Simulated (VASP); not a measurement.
Output of a VASP run:

### OUTCAR
```
 ion  position               nearest neighbor table
   1  0.000  0.000  0.000-
  LATTYP: Found a simple cubic cell.
 ALAT       =     3.2949790000
 Subroutine PRICEL returns:
 Original cell was already a primitive cell.
 Subroutine GETGRP returns: Found 48 space group operations
The static configuration has the point symmetry O_h .
The dynamic configuration has the point symmetry O_h .
 Subroutine INISYM returns: Found 48 space group operations
 Subroutine IBZKPT returns following result:
 Found     56 irreducible k-points:

 Following reciprocal coordinates:
            Coordinates               Weight
  0.000000  0.000000  0.000000      1.000000
  0.100000  0.000000  0.000000      6.000000
  0.200000  0.000000  0.000000      6.000000
  0.300000  0.000000  0.000000      6.000000
  0.400000  0.000000  0.000000      6.000000
  0.500000  0.000000  0.000000      3.000000
  0.100000  0.100000  0.000000     12.000000
  0.200000  0.100000  0.000000     24.000000
  0.300000  0.100000  0.000000     24.000000
  0.400000  0.100000  0.000000     24.000000
  0.500000  0.100000  0.000000     12.000000
  0.200000  0.200000  0.000000     12.000000
  0.300000  0.200000  0.000000     24.000000
  0.400000  0.200000  0.000000     24.000000
  0.500000  0.200000  0.000000     12.000000
  0.300000  0.300000  0.000000     12.000000
  0.400000  0.300000  0.000000     24.000000
  0.500000  0.300000  0.000000     12.000000
  0.400000  0.400000  0.000000     12.000000
  0.500000  0.400000  0.000000     12.000000
  0.500000  0.500000  0.000000      3.000000
  0.100000  0.100000  0.100000      8.000000
  0.200000  0.100000  0.100000     24.000000
  0.300000  0.100000  0.100000     24.000000
  0.400000  0.100000  0.100000     24.000000
  0.500000  0.100000  0.100000     12.000000
  0.200000  0.200000  0.100000     24.000000
  0.300000  0.200000  0.100000     48.000000
  0.400000  0.200000  0.100000     48.000000
  0.500000  0.200000  0.100000     24.000000
  0.300000  0.300000  0.100000     24.000000
  0.400000  0.300000  0.100000     48.000000
  0.500000  0.300000  0.100000     24.000000
  0.400000  0.400000  0.100000     24.000000
  0.500000  0.400000  0.100000     24.000000
  0.500000  0.500000  0.100000      6.000000
  0.200000  0.200000  0.200000      8.000000
  0.300000  0.200000  0.200000     24.000000
  0.400000  0.200000  0.200000     24.000000
  0.500000  0.200000  0.200000     12.000000
   k-points           NKPTS =     56   k-points in BZ     NKDIM =     56   number of bands    NBANDS=      8
   number of dos      NEDOS =    301   number of ions     NIONS =      1
   total plane-waves  NPLWV =  13824
   dimension x,y,z NGX =    24 NGY =   24 NGZ =   24
   dimension x,y,z NGXF=    48 NGYF=   48 NGZF=   48
   ions per type =               1
   PREC   = accura    normal or accurate (medium, high low for compatibility)
   ISTART =      0    job   : 0-new  1-cont  2-samecut
   ICHARG =      2    charge: 1-file 2-atom 10-const
   ISPIN  =      1    spin polarized calculation?
   LNONCOLLINEAR =      F non collinear calculations
   LSORBIT =      F    spin-orbit coupling
   INIWAV =      1    electr: 0-lowe 1-rand  2-diag
   ENCUT  =  400.0 eV  29.40 Ry    5.42 a.u.   5.37  5.37  5.37*2*pi/ulx,y,z
   NELM   =    100;   NELMIN=  2; NELMDL= -5     # of ELM steps
   EDIFF  = 0.1E-05   stopping-criterion for ELM
   LREAL  =      F    real-space projection
   NLSPLINE    = F    spline interpolate recip. space projectors
   LMAXMIX     =    6 max onsite mixed and CHGCAR
   VOSKOWN=      0    Vosko Wilk Nusair interpolation
   EDIFFG = 0.1E-04   stopping-criterion for IOM
   NSW    =      0    number of steps for IOM
   NBLOCK =      1;   KBLOCK =      1    inner block; outer block
   IBRION =     -1    ionic relax: 0-MD 1-quasi-New 2-CG
   NFREE  =      0    steps in history (QN), initial steepest desc. (CG)
...
```

File OSZICAR:
```
       N       E                     dE             d eps       ncg     rms          rms(c)
DAV:   1     0.263407563869E+01    0.26341E+01   -0.38454E+03   912   0.727E+02
DAV:   2    -0.397682300139E+01   -0.66109E+01   -0.62581E+01  1408   0.733E+01
DAV:   3    -0.407066645985E+01   -0.93843E-01   -0.90481E-01  1096   0.641E+00
DAV:   4    -0.407188175317E+01   -0.12153E-02   -0.12017E-02  1496   0.470E-01
DAV:   5    -0.407188849739E+01   -0.67442E-05   -0.67371E-05  1152   0.170E-02    0.129E+01
DAV:   6    -0.407775413551E+01   -0.58656E-02   -0.93615E-03  1104   0.788E-01    0.768E+00
DAV:   7    -0.408450881217E+01   -0.67547E-02   -0.13765E-02  1160   0.988E-01    0.116E-01
DAV:   8    -0.408433001331E+01    0.17880E-03   -0.10613E-03  1008   0.240E-01    0.178E-02
DAV:   9    -0.408433470210E+01   -0.46888E-05   -0.23471E-05  1440   0.497E-02    0.108E-02
DAV:  10    -0.408433400150E+01    0.70060E-06   -0.39867E-06  1008   0.161E-02
   1 F= -.40843340E+01 E0= -.38273039E+01  d E =-.514060E+00
```

**OUTCAR**
```
------------------------ aborting loop because EDIFF is reached ----------------------------------------
  FORCE on cell =-STRESS in cart. coord.  units (eV):
  Direction    XX          YY          ZZ          XY          YZ          ZX
  --------------------------------------------------------------------------------------
  Total       -0.0419097     -0.0419097     -0.0419097      0.0000000      0.0000000     -0.0000000
  in kB       -1.8770105     -1.8770105     -1.8770105      0.0000000      0.0000000     -0.0000000
  external PRESSURE =      -1.8770105 kB  Pullay stress =       0.0000000 kB
  volume of cell :       35.77
      direct lattice vectors                 reciprocal lattice vectors
     3.294979000  0.000000000  0.000000000     0.303492071  0.000000000  0.000000000
     0.000000000  3.294979000  0.000000000     0.000000000  0.303492071  0.000000000
     0.000000000  0.000000000  3.294979000     0.000000000  0.000000000  0.303492071
 POSITION                                       TOTAL-FORCE (eV/Angst)
 -----------------------------------------------------------------------------------
      0.00000      0.00000      0.00000         0.000000      0.000000      0.000000
 -----------------------------------------------------------------------------------
    total drift:                                0.000000      0.000000     -0.000000
  FREE ENERGIE OF THE ION-ELECTRON SYSTEM (eV)
  ---------------------------------------------------
  free  energy   TOTEN  =        -4.0843340015 eV

  energy  without entropy=       -3.5702737863  energy(sigma->0) =       -3.82730389
```
(Selected blocks of OUTCAR.)

File POSCAR:
```
Tb
1
    3.2949790000     0.0000000000     0.0000000000
    0.0000000000     3.2949790000     0.0000000000
    0.0000000000     0.0000000000     3.2949790000
Tb
1
Direct
  0.0000000000   0.0000000000   0.0000000000
```

**Question.** Reconstruct the remaining input files.

**Answer.** This is not unique; one that fits is the input of the run itself, PBE GGA, plane waves, VASP's PBE PAW potentials (set 64).

### INCAR
```
SYSTEM  =  Tb
PREC  =  Accurate; ENCUT  =  400; LREAL  =  F
LASPH  =  T
EDIFF  =  1E-6; NELM  =  100; ALGO  =  Normal
LMAXMIX  =  6
ISMEAR  =  -1; SIGMA  =  0.3
GGA  =  PE
ISIF  =  2
LWAVE  =  F; LCHARG  =  F
```

KPOINTS:
```
K-points
0
G
10 10 10
```

POTCAR, in this order: Tb_3 (PBE.64 set). Program: vasp_std.

The 4f electrons are frozen in the core of the lanthanide potential, so 4f levels, which can set the real gap, and their magnetism are missing.

The structure was generated: Tb was put into the simple-cubic type (Pm-3m), which need not be its known phase. The cell was not relaxed at this level. The run is one of a series of settings (ISMEAR = -1, SIGMA = 0.3 against the base run), some of them coarse on purpose.
